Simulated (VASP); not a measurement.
```
CELL_PARAMETERS angstrom
      0.00000     2.94781     2.94781
      2.94781     0.00000     2.94781
      2.94781     2.94781     0.00000
ATOMIC_POSITIONS crystal
  In 0.00000 0.00000 0.00000
  P  0.25000 0.25000 0.25000
```

The numbers are results of vdW-DF-cx, VASP's PBE PAW potentials (set 64) (plane waves; VASP 6.6.1), not measurements. Numerical set-up: 520 eV cut-off, 8×8×8 Γ-centred mesh, Gaussian smearing of 0.050 eV, potentials In_d P.

Problem. The job: InP (zinc blende), 2 atoms, vdW-DF-cx, static run, 520 eV, 8×8×8 Γ-centred mesh. Roughly how much core time does it take on a busy server core?

Solution. About 40 core-seconds (one run on a shared machine, a rough figure). It had 29 irreducible k-points, 13 bands, up to 1411 plane waves and 15 electronic steps.

The compound is InP in the zinc blende structure. It was relaxed first.
